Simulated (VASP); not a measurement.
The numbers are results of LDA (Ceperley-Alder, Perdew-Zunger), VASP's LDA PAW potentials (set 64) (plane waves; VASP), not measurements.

VASP ran on this input.

**POSCAR**
```
WS2
1.0
  3.1307031014   0.0000000000   0.0000000000
 -1.5653515507   2.7112683960   0.0000000000
  0.0000000000   0.0000000000  12.1753736425
W S
2 4
Cart
  1.5653531161   0.9037552282   9.1315302319
 -0.0000015654   1.8075131678   3.0438434106
  1.5653531161   0.9037552282   4.6022912369
 -0.0000015654   1.8075131678  10.6899780581
 -0.0000015654   1.8075131678   7.5730824056
  1.5653531161   0.9037552282   1.4853955844
```

**INCAR**
```
SYSTEM = WS2
PREC = Normal; ENCUT = 400; LREAL = .False.
LASPH = .True.
EDIFF = 1E-5; NELM = 100; NELMIN = 4
ALGO = Fast; LMAXMIX = 6
ISMEAR = 0; SIGMA = 0.05
IBRION = 2; NSW = 20; ISIF = 2
EDIFFG = -0.03
LWAVE = .False.; LCHARG = .False.
```

### KPOINTS
```
kpoints
0
gamma
 11 11 3
0 0 0
```

POTCAR, in this order: W_sv S (LDA.64 set). Program: vasp_std.

Output

File OSZICAR:
```
       N       E                     dE             d eps       ncg     rms          rms(c)
DAV:   1     0.456909889019E+03    0.45691E+03   -0.25422E+04  2256   0.139E+03
DAV:   2    -0.258011130458E+02   -0.48271E+03   -0.47207E+03  2366   0.406E+02
DAV:   3    -0.544587962313E+02   -0.28658E+02   -0.27797E+02  2474   0.914E+01
DAV:   4    -0.551309172638E+02   -0.67212E+00   -0.66998E+00  2415   0.148E+01
DAV:   5    -0.551488483812E+02   -0.17931E-01   -0.17924E-01  2518   0.240E+00    0.406E+01
RMM:   6    -0.527414561036E+02    0.24074E+01   -0.10412E+01  2325   0.149E+01    0.166E+01
RMM:   7    -0.525045914866E+02    0.23686E+00   -0.19284E+00  2251   0.586E+00    0.590E+00
RMM:   8    -0.525345994615E+02   -0.30008E-01   -0.57483E-01  2291   0.302E+00    0.125E+00
RMM:   9    -0.525238092340E+02    0.10790E-01   -0.13829E-01  2123   0.165E+00    0.696E-01
RMM:  10    -0.525238215921E+02   -0.12358E-04   -0.24241E-02  2376   0.717E-01    0.161E-01
RMM:  11    -0.525241734792E+02   -0.35189E-03   -0.62221E-03  2500   0.348E-01    0.700E-02
RMM:  12    -0.525241922747E+02   -0.18795E-04   -0.11055E-03  2635   0.159E-01    0.566E-02
RMM:  13    -0.525241777091E+02    0.14566E-04   -0.28222E-04  2067   0.638E-02    0.253E-02
RMM:  14    -0.525241760551E+02    0.16540E-05   -0.10058E-04  2059   0.401E-02    0.230E-02
RMM:  15    -0.525241765965E+02   -0.54146E-06   -0.17424E-05  1209   0.164E-02
   1 F= -.52524177E+02 E0= -.52524177E+02  d E =-.525242E+02
       N       E                     dE             d eps       ncg     rms          rms(c)
DAV:   1    -0.525247011230E+02   -0.52507E-03   -0.97655E-02  2376   0.121E+00    0.316E-01
RMM:   2    -0.525249929433E+02   -0.29182E-03   -0.39139E-03  1966   0.297E-01    0.143E-01
RMM:   3    -0.525250528717E+02   -0.59928E-04   -0.70311E-04  1981   0.133E-01    0.710E-02
RMM:   4    -0.525250558670E+02   -0.29952E-05   -0.98253E-05  1849   0.559E-02
   2 F= -.52525056E+02 E0= -.52525056E+02  d E =-.879270E-03
```

### OUTCAR
```
------------------------ aborting loop because EDIFF is reached ----------------------------------------
  FORCE on cell =-STRESS in cart. coord.  units (eV):
  Direction    XX          YY          ZZ          XY          YZ          ZX
  --------------------------------------------------------------------------------------
  Total       -0.1232779     -0.1232779     -0.1099911      0.0000000     -0.0000000      0.0000000
  in kB       -1.9111684     -1.9111684     -1.7051847      0.0000000     -0.0000000      0.0000000
  external PRESSURE =      -1.8425072 kB  Pullay stress =       0.0000000 kB
  volume of cell :      103.35
      direct lattice vectors                 reciprocal lattice vectors
     3.130703101  0.000000000  0.000000000     0.319417066  0.184415531  0.000000000
    -1.565351551  2.711268396  0.000000000     0.000000000  0.368831061  0.000000000
     0.000000000  0.000000000 12.175373643     0.000000000  0.000000000  0.082133003
 POSITION                                       TOTAL-FORCE (eV/Angst)
 -----------------------------------------------------------------------------------
      1.56535      0.90376      9.13153         0.000000     -0.000000     -0.000000
     -0.00000      1.80751      3.04384        -0.000000      0.000000     -0.000000
      1.56535      0.90376      4.60691        -0.000000      0.000000     -0.002718
     -0.00000      1.80751     10.69459         0.000000      0.000000     -0.002718
     -0.00000      1.80751      7.56847         0.000000     -0.000000      0.002718
      1.56535      0.90376      1.48078        -0.000000      0.000000      0.002718
 -----------------------------------------------------------------------------------
    total drift:                               -0.000985      0.000569     -0.000039
  FREE ENERGIE OF THE ION-ELECTRON SYSTEM (eV)
  ---------------------------------------------------
  free  energy   TOTEN  =       -52.5250558670 eV

  energy  without entropy=      -52.5250558670  energy(sigma->0) =      -52.52505587

 reached required accuracy - stopping structural energy minimisation
```
(Selected blocks of OUTCAR.)

**CONTCAR**
```
WS2
   1.00000000000000
     3.1307031014000000    0.0000000000000000    0.0000000000000000
    -1.5653515507000000    2.7112683959999999    0.0000000000000000
     0.0000000000000000    0.0000000000000000   12.1753736425000003
  W               S
     2     4
Direct
     0.6666669999999968    0.3333330000000032    0.7500000000000000
     0.3333330000000032    0.6666669999999968    0.2500000000000000
     0.6666669999999968    0.3333330000000032    0.3783789812766984
     0.3333330000000032    0.6666669999999968    0.8783789812766983
     0.3333330000000032    0.6666669999999968    0.6216210187233017
     0.6666669999999968    0.3333330000000032    0.1216210187233016
```

**OUTCAR**
```
 val. band max:        7.7246091640   @ k =   0.0000   0.0000   0.0000

 cond. band min:       8.5762408642   @ k =   0.1818   0.1818   0.0000


 Fermi energy:         8.0042329911

 k-point     1 :       0.0000    0.0000    0.0000
  band No.  band energies     occupation
      1     -66.4286      2.00000
      2     -66.4286      2.00000
      3     -30.9860      2.00000
      4     -30.9860      2.00000
      5     -30.7696      2.00000
      6     -30.7696      2.00000
      7     -30.7696      2.00000
      8     -30.7696      2.00000
      9      -8.0142      2.00000
     10      -7.7445      2.00000
     11      -6.4291      2.00000
     12      -5.9107      2.00000
     13      -0.1349      2.00000
     14       1.0427      2.00000
     15       3.6920      2.00000
     16       4.1540      2.00000
     17       4.1540      2.00000
     18       4.1690      2.00000
     19       4.1690      2.00000
     20       5.4279      2.00000
     21       5.4279      2.00000
     22       5.4879      2.00000
     23       5.4880      2.00000
     24       6.2771      2.00000
     25       6.3398      2.00000
     26       7.7246      2.00000
     27      10.0374      0.00000
     28      10.0402      0.00000
     29      10.0484      0.00000
     30      10.0811      0.00000
     31      10.1153      0.00000

 k-point     2 :       0.0909   -0.0000    0.0000
  band No.  band energies     occupation
      1     -66.4268      2.00000
      2     -66.4268      2.00000
      3     -30.9799      2.00000
      4     -30.9799      2.00000
      5     -30.8029      2.00000
      6     -30.8029      2.00000
      7     -30.7773      2.00000
      8     -30.7773      2.00000
      9      -7.8674      2.00000
     10      -7.5975      2.00000
     11      -6.3663      2.00000
     12      -5.8664      2.00000
     13       0.0385      2.00000
     14       1.2150      2.00000
     15       3.4802      2.00000
     16       3.7865      2.00000
     17       3.8145      2.00000
...
```

Unless said otherwise, spin-orbit coupling is left out, though it shifts the bands of the heavy elements here.

The compound is WS2 in the 2H layered structure. This run relaxes the ions in a fixed cell. Symmetry was kept, so distortions that lower it aren't found.
